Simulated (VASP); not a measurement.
# Mg2C3 (C2/m) in VASP: notebook, part 2 of 2

VASP 6.6.1. The steps go on from the part before.

## (3) Relaxation of cell and atoms, PBE

This run uses another cell than the first one, of 10.97 Å³/atom, 0.995 times its volume.

File INCAR:

```
PREC = Accurate
ENCUT = 600
EDIFF = 1E-7
ISMEAR = 0
SIGMA = 0.1
LREAL = F
LASPH = T
NELM = 100
ALGO = Normal
ISIF = 3
LWAVE = F
LCHARG = F
GGA = PE
IBRION = 2
NSW = 60
EDIFFG = -0.04
```

File KPOINTS:

```
Automatic mesh
0
Gamma
  6 6 4
```

File POSCAR:

```
Mg2C3
1.0
    2.4155000000     -2.3500000000      0.0000000000
    2.4155000000      2.3500000000      0.0000000000
   -1.2270700000      0.0000000000      4.8332800000
Mg C
2 3
Direct
    0.8087000000      0.8087000000      0.2011000000
    0.1913000000      0.1913000000      0.7989000000
    0.2989000000      0.2989000000      0.2615000000
    0.7011000000      0.7011000000      0.7385000000
    0.5000000000      0.5000000000      0.5000000000
```

Potentials or basis: VASP PAW PBE potentials, release 64 (Mg, C).

Command:

```
$ cat potpaw_PBE.64/Mg/POTCAR potpaw_PBE.64/C/POTCAR > POTCAR
$ mpirun -np 1 vasp_std > vasp.out
```

OUTCAR:

```text
PREC = Accurate
   ENCUT = 600
   EDIFF = 1E-7
   ISMEAR = 0
   LREAL = F
   LASPH = T
   NELM = 100
   ISIF = 3
   GGA = PE
   IBRION = 2
   NSW = 60
   EDIFFG = -0.04

 ion  position               nearest neighbor table
   1  0.809  0.809  0.201-   4 2.24   3 2.31   5 2.35   3 2.37   3 2.37   3 2.55   5 2.81   5 2.81
                             4 2.85   2 3.04   2 3.05   2 3.05   2 3.10   2 3.16
   2  0.191  0.191  0.799-   3 2.24   4 2.31   5 2.35   4 2.37   4 2.37   4 2.55   5 2.81   5 2.81
                             3 2.85   1 3.04   1 3.05   1 3.05   1 3.10   1 3.16
   3  0.299  0.299  0.261-   5 1.34   2 2.24   1 2.31   1 2.37   1 2.37   1 2.55   2 2.85
   4  0.701  0.701  0.739-   5 1.34   1 2.24   2 2.31   2 2.37   2 2.37   2 2.55   1 2.85
   5  0.500  0.500  0.500-   3 1.34   4 1.34   1 2.35   2 2.35   2 2.81   2 2.81   1 2.81   1 2.81

  LATTYP: Found a base centered monoclinic cell.
 ALAT       =     4.8310000000
 B/A-ratio  =     0.9728834610
 C/A-ratio  =     1.0322110763
 COS(beta)  =    -0.2460728991

  Lattice vectors:

 A1 = (   2.4155000000,  -2.3500000000,   0.0000000000)
 A2 = (   2.4155000000,   2.3500000000,   0.0000000000)
 A3 = (  -1.2270700000,   0.0000000000,   4.8332800000)

Analysis of symmetry for initial positions (statically):
=====================================================================
 Subroutine PRICEL returns:
 Original cell was already a primitive cell.

 Routine SETGRP: Setting up the symmetry group for a
 base centered monoclinic supercell.

 Subroutine GETGRP returns: Found  4 space group operations
 (whereof  4 operations were pure point group operations)
 out of a pool of  4 trial point group operations.

The static configuration has the point symmetry C_2h.

Analysis of symmetry for dynamics (positions and initial velocities):
=====================================================================
 Subroutine PRICEL returns:
 Original cell was already a primitive cell.

 Routine SETGRP: Setting up the symmetry group for a
 base centered monoclinic supercell.

 Subroutine GETGRP returns: Found  4 space group operations
 (whereof  4 operations were pure point group operations)
 out of a pool of  4 trial point group operations.

The dynamic configuration has the point symmetry C_2h.

 Subroutine INISYM returns: Found  4 space group operations
 (whereof  4 operations are pure point group operations),
 and found     1 'primitive' translations

----------------------------------------------------------------------------------------

                                     Primitive cell

  volume of cell :      54.8715

  direct lattice vectors                    reciprocal lattice vectors
     2.415500000 -2.350000000  0.000000000     0.206996481 -0.212765957  0.052552133
     2.415500000  2.350000000  0.000000000     0.206996481  0.212765957  0.052552133
    -1.227070000  0.000000000  4.833280000     0.000000000  0.000000000  0.206898835

  length of vectors
     3.370035645  3.370035645  4.986611710     0.301460814  0.301460814  0.206898835

  position of ions in fractional coordinates (direct lattice)
     0.808700000  0.808700000  0.201100000
     0.191300000  0.191300000  0.798900000
     0.298900000  0.298900000  0.261500000
     0.701100000  0.701100000  0.738500000
     0.500000000  0.500000000  0.500000000

[... 68 lines left out ...]
   NGXF,Y,Z  is equivalent  to a cutoff of  27.63, 27.63, 26.67 a.u.
 SYSTEM =  unknown system
   PREC   = accura    normal or accurate (medium, high low for compatibility)
   ISTART =      0    job   : 0-new  1-cont  2-samecut
   ICHARG =      2    charge: 1-file 2-atom 10-const
   ISPIN  =      1    spin polarized calculation?
   LNONCOLLINEAR =      F non collinear calculations
   LSORBIT =      F    spin-orbit coupling
   LASPH  =      T    aspherical Exc in radial PAW
   ENCUT  =  600.0 eV  44.10 Ry    6.64 a.u.   6.73  6.73  9.96*2*pi/ulx,y,z
   NELM   =    100;   NELMIN=  2; NELMDL= -5     # of ELM steps
   EDIFF  = 0.1E-06   stopping-criterion for ELM
   LREAL  =      F    real-space projection
   EDIFFG = -.4E-01   stopping-criterion for IOM
   NSW    =     60    number of steps for IOM
   IBRION =      2    ionic relax: 0-MD 1-quasi-New 2-CG
   NFREE  =      1    steps in history (QN), initial steepest desc. (CG)
   ISIF   =      3    stress and relaxation
   ISYM   =      2    0-nonsym 1-usesym 2-fastsym
   POTIM  = 0.5000    time-step for ionic-motion
   TEBEG  =    0.0;   TEEND  =   0.0 temperature during run
   PSTRESS=    0.0 pullay stress
   NELECT =      16.0000    total number of electrons
   NUPDOWN=      -1.0000    fix difference up-down
   EMIN   =  10.00;   EMAX   =-10.00  energy-range for DOS
   EFERMI =   0.00;   METHOD = LEGACY
   ISMEAR =     0;   SIGMA  =   0.10  broadening in eV -4-tet -1-fermi 0-gaus
   EFERMI_NEDOS =   21; number of points for ismear=-14 and -15
   IALGO  =     38    algorithm
   IMIX   =      4    mixing-type and parameters
     AMIX     =   0.40;   BMIX     =  1.00
     AMIX_MAG =   1.60;   BMIX_MAG =  1.00
  volume/ion in A,a.u.               =      10.97        74.06
  Fermi-wavevector in a.u.,A,eV,Ry     =   1.085590  2.051468 16.034546  1.178506
  Thomas-Fermi vector in A             =   2.221707
   LORBIT       =      0    0 simple, 1 ext, 2 COOP (PROOUT), +10 PAW based schemes
   GGA     = PE    functional components
   LHFCALC =     F    Hartree Fock is set to
   AEXX    =    0.0000 exact exchange contribution
   IVDW    =     0    specifies the selected vdW correction
   LEPSILON=     F    determine dielectric tensor
   LRPA    =     F    only Hartree local field effects (RPA)
 conjugate gradient relaxation of ions
 non-spin polarized calculation
 Gauss-broadening in eV      SIGMA  =   0.10
  energy-cutoff  :      600.00
  volume of cell :       54.87
 maximum number of plane-waves:      1848
   NGX = 13   NGY = 13   NGZ = 19

--------------------------------------- Ionic step        1  -------------------------------------------

 number of electron      15.9999999 magnetization

 Free energy of the ion-electron system (eV)
  ---------------------------------------------------
  ext. energy  EPLUGINS =         0.00000000
  ---------------------------------------------------
  free energy    TOTEN  =       -29.62315953 eV

  energy without entropy =      -29.62315953  energy(sigma->0) =      -29.62315953

------------------------ aborting loop because EDIFF is reached ----------------------------------------

  FORCE on cell =-STRESS in cart. coord.  units (eV):
  Direction    XX          YY          ZZ          XY          YZ          ZX
  --------------------------------------------------------------------------------------
  -------------------------------------------------------------------------------------
  Total       -0.2183424     -0.0538746     -0.3742738      0.0000000      0.0000000     -0.3374924
  in kB       -6.3753164     -1.5730678    -10.9283146      0.0000000      0.0000000     -9.8543439
  external PRESSURE =      -6.2922330 kB  Pullay stress =       0.0000000 kB
[... 143 lines left out ...]
--------------------------------------- Ionic step        5  -------------------------------------------

 number of electron      15.9999999 magnetization

 Free energy of the ion-electron system (eV)
  ---------------------------------------------------
  ext. energy  EPLUGINS =         0.00000000
  ---------------------------------------------------
  free energy    TOTEN  =       -29.62757348 eV

  energy without entropy =      -29.62757348  energy(sigma->0) =      -29.62757348

 E-fermi :   5.0098     XC(G=0): -10.3788

 val. band max:        4.5849559908   @ k =   0.0000   0.0000   0.5000
 cond. band min:       6.3305718330   @ k =   0.5000   0.5000   0.0000
 fundamental gap:      1.7456158421
 Fermi energy:         5.0097858867

 k-point     1 :       0.0000    0.0000    0.0000
  band No.  band energies     occupation
      1     -11.4210      2.00000
      2      -7.4732      2.00000
      3      -2.8325      2.00000
      4       0.4687      2.00000
      5       1.2358      2.00000
      6       1.6130      2.00000
      7       3.0996      2.00000
      8       3.8833      2.00000
      9       7.9366      0.00000
     10       8.0693      0.00000
     11       8.6801      0.00000
     12      12.0225      0.00000
[... 331 lines left out ...]
 k-point    24 :      -0.1667    0.1667    0.2500
  band No.  band energies     occupation
      1     -11.0850      2.00000
      2      -7.5870      2.00000
      3      -2.2020      2.00000
      4      -0.2981      2.00000
      5       0.2222      2.00000
      6       0.8847      2.00000
      7       3.5176      2.00000
      8       3.8836      2.00000
      9       7.2781      0.00000
     10       8.9671      0.00000
     11       9.6315      0.00000
     12      11.3800      0.00000

 [... further k-points ...]
[... 5 lines left out ...]
  --------------------------------------------------------------------------------------
  -------------------------------------------------------------------------------------
  Total       -0.0528705     -0.0416578     -0.0243348      0.0000000      0.0000000     -0.0620811
  in kB       -1.5415702     -1.2146357     -0.7095421      0.0000000      0.0000000     -1.8101294
  external PRESSURE =      -1.1552493 kB  Pullay stress =       0.0000000 kB
[... 20 lines left out ...]
  FREE ENERGIE OF THE ION-ELECTRON SYSTEM (eV)
  ---------------------------------------------------
  free  energy   TOTEN  =       -29.6275734782 eV

  energy  without entropy=      -29.6275734782  energy(sigma->0) =      -29.62757348

 reached required accuracy - stopping structural energy minimisation
```

It took 46 s on 1 thread of Intel Xeon 6975P-C (Granite Rapids), shared host; peak memory 0.2 GiB.

Results:

* Free energy: -29.6276 eV
* Relaxed volume: 10.99 Å³/atom
* Relaxed cell: a = 3.367 Å, b = 3.367 Å, c = 5.001 Å, α = 100.08°, β = 100.08°, γ = 88.40°
* Space group after relaxing (to 0.05 Å): C2/m (No. 12)
* Energy gained by relaxing: 0.9 meV/atom
* Ionic steps: 5
* Pressure after relaxing: -0.1 GPa
* Largest force after relaxing: 0.036 eV/Å
* Band gap on the k mesh: 1.75 eV, indirect (least direct gap 2.39 eV)

Forces in eV/Å, atoms in the order of the input:
```
Mg   0.019  0.000 -0.030
Mg  -0.019  0.000  0.030
C    0.013  0.000 -0.028
C   -0.013  0.000  0.028
C    0.000  0.000  0.000
```

Stress tensor (GPa, compression positive):
```
-0.15  0.00 -0.18
 0.00 -0.12  0.00
-0.18  0.00 -0.07
```

The path:
| step | energy change (eV) | largest force (eV/Å) | pressure (GPa) | volume (Å³) |
| --- | --- | --- | --- | --- |
| 1 | 0.0000 | 0.4189 | -0.63 | 54.87 |
| 2 | 0.0245 | 1.2824 | 3.31 | 54.53 |
| 3 | -0.0026 | 0.0912 | 0.26 | 54.79 |
| 4 | -0.0041 | 0.0592 | 0.05 | 54.88 |
| 5 | -0.0044 | 0.0358 | -0.12 | 54.95 |

Final structure:
```
CELL_PARAMETERS angstrom
2.41386 -2.34718 0.00128
2.41386 2.34718 0.00128
-1.22367 0.00000 4.84857
ATOMIC_POSITIONS crystal
Mg 0.80893 0.80893 0.19954
Mg 0.19107 0.19107 0.80046
C 0.30012 0.30012 0.26355
C 0.69988 0.69988 0.73645
C 0.50000 0.50000 0.50000
```

A k mesh can miss the band edges. As with any semilocal functional, this PBE gap is likely too small.

## (4) Single point, PBE

This run uses another cell than the first one, of 10.97 Å³/atom, 0.995 times its volume.

File INCAR:

```
SYSTEM = Mg2C3
PREC     = Accurate       ! precision mode
ENCUT    = 520            ! plane-wave cutoff, eV
EDIFF    = 1E-7           ! SCF threshold, eV
ISMEAR   = 0              ! smearing method
SIGMA    = 0.1            ! smearing width, eV
LREAL    = .False.        ! projectors in reciprocal space
LASPH    = .True.         ! aspherical terms in the spheres
NELM     = 100            ! most SCF steps
ALGO     = Normal         ! electronic algorithm
ISIF     = 2              ! what is computed and relaxed
LWAVE    = .False.        ! write WAVECAR
LCHARG   = .False.        ! write CHGCAR
GGA      = PE             ! functional
NBANDS   = 16             ! bands
```

File KPOINTS:

```
regular mesh
0
Gamma
  6 6 4
  0 0 0
```

POSCAR is that of step 3.

Command:

```
$ cat potpaw_PBE.64/Mg/POTCAR potpaw_PBE.64/C/POTCAR > POTCAR
$ mpirun -np 1 vasp_std > vasp.out
```

Run time: 16 s. Hardware: 1 thread of Intel Xeon 6975P-C (Granite Rapids), shared host; peak memory 0.19 GiB.

It converged, with:

```
Free energy            : -29.6191 eV
Pressure               : -0.5 GPa
Largest force          : 0.417 eV/Å
Band gap on the k mesh : 1.74 eV, indirect (least direct gap 2.42 eV)
```

Forces in eV/Å, atoms in the order of the input:
```
Mg   0.031  0.000 -0.082
Mg  -0.031  0.000  0.082
C    0.189  0.000  0.372
C   -0.189  0.000 -0.372
C    0.000  0.000  0.000
```

Stress tensor (GPa, compression positive):
```
-0.50  0.00 -0.94
 0.00 -0.05  0.00
-0.94  0.00 -0.90
```

Levels at points of the mesh, in eV from the valence-band top:
```csv
k point,band 6,band 7,band 8,band 9,band 10,band 11
"(0.00, 0.00, 0.00)",-2.93,-1.51,-0.72,3.32,3.41,4.04
"(0.50, 0.00, 0.00)",-3.17,-3.12,-0.16,2.94,4.60,6.20
"(0.50, 0.50, 0.00)",-3.72,-2.36,-1.13,1.74,2.00,3.03
"(0.00, 0.00, 0.50)",-3.51,-1.00,0.00,3.12,3.39,4.07
"(0.50, 0.00, 0.50)",-3.13,-1.26,-0.26,2.16,3.76,5.75
"(0.50, 0.50, 0.50)",-3.95,-2.92,-2.07,2.14,3.51,5.47
```

A k mesh can miss the band edges. PBE gaps usually lie below the measured ones, often by a third to a half.

## (5) The runs side by side

```csv
task,cell,cutoff (eV),gap on the mesh (eV),pressure (GPa),largest force (eV/Å)
single point,"C2/m, 11.03 Å³/atom",520,1.71,-0.1,0.08
relaxation of cell and atoms,relaxed,600,1.75,-0.1,0.04
single point,"C2/m, 10.97 Å³/atom",520,1.74,-0.5,0.42
```

Alike in all rows: level PBE; potentials or basis VASP PAW PBE potentials, release 64 (Mg, C); no spin polarisation; k mesh 6 × 6 × 4; smearing gaussian 0.1 eV.

Absolute energies hang on the potentials; compare differences alone.
